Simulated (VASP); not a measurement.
Given:

```
CELL_PARAMETERS angstrom
      0.00000     2.85070     2.85070
      2.85070     0.00000     2.85070
      2.85070     2.85070     0.00000
ATOMIC_POSITIONS crystal
  Y  0.00000 0.00000 0.00000
  As 0.50000 0.50000 0.50000
```

The numbers are results of LDA (Ceperley-Alder, Perdew-Zunger), VASP's LDA PAW potentials (set 64) (plane waves; VASP 6.6.1), not measurements. Run with 400 eV cut-off, Gaussian smearing of 0.050 eV, potentials Y_sv As.

Q: Give the energies of bands 6 to 11 at the high-symmetry points, in eV from the Fermi level.

A: 
```json
[
 {"band": "6", "Γ": "0.61", "X": "-2.75", "U": "-2.76", "L": "-4.47", "W": "-2.39"},
 {"band": "7", "Γ": "0.61", "X": "-0.63", "U": "-2.61", "L": "-2.08", "W": "-2.39"},
 {"band": "8", "Γ": "0.61", "X": "-0.63", "U": "-1.43", "L": "-2.08", "W": "-2.37"},
 {"band": "9", "Γ": "1.36", "X": "-0.58", "U": "1.33", "L": "3.84", "W": "2.85"},
 {"band": "10", "Γ": "1.36", "X": "3.33", "U": "4.09", "L": "3.84", "W": "2.85"},
 {"band": "11", "Γ": "1.36", "X": "4.46", "U": "4.55", "L": "3.89", "W": "4.01"}
]
```

It has no gap at this level: it comes out as a metal or semimetal.

The structure comes from a computed database's YAs entry (Fm-3m); how it stands against other phases isn't given here. It was relaxed first, which changed the volume by -6 %.
